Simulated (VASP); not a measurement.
Input:

```
CELL_PARAMETERS angstrom
     -3.25803     3.25803     2.62054
      3.25803    -3.25803     2.62054
      3.25803     3.25803    -2.62054
ATOMIC_POSITIONS crystal
  Hf 0.34424 0.15576 0.50000
  Hf 0.65576 0.84424 0.50000
  Hf 0.15576 0.65576 0.81152
  Hf 0.84424 0.34424 0.18848
  Ge 0.25000 0.25000 0.00000
  Ge 0.75000 0.75000 0.00000
```

All values below come from PBEsol GGA, VASP's PBE PAW potentials (set 64) (plane waves; VASP). Settings: 300 eV cut-off, 5×5×5 Γ-centred mesh, Gaussian smearing of 0.10 eV, potentials Hf_pv Ge_d.

At this cut-off the stress carries a Pulay error, which pulls relaxed volumes low.

Question: Give the force on each atom (eV/Å).

Answer: 
```csv
atom,Fx,Fy,Fz
Hf1,-0.086,0.086,0.000
Hf2,0.086,-0.086,0.000
Hf3,-0.086,-0.086,0.000
Hf4,0.086,0.086,0.000
Ge5,0.000,0.000,0.000
Ge6,0.000,0.000,0.000
```

Question: Give the stress tensor in GPa (positive for a compressed cell).

Answer: 
```
 1.12   0.00   0.00
 0.00   1.12   0.00
 0.00   0.00  -0.44
```
The pressure is its mean diagonal, 0.60 GPa.

The structure comes from a computed database's Hf2Ge entry (I4/mcm); how it stands against other phases isn't given here. The cell was not relaxed at this level. The k-mesh is coarse (spacing up to 0.31 per Å, 2π included), so the numbers may not be converged in it.
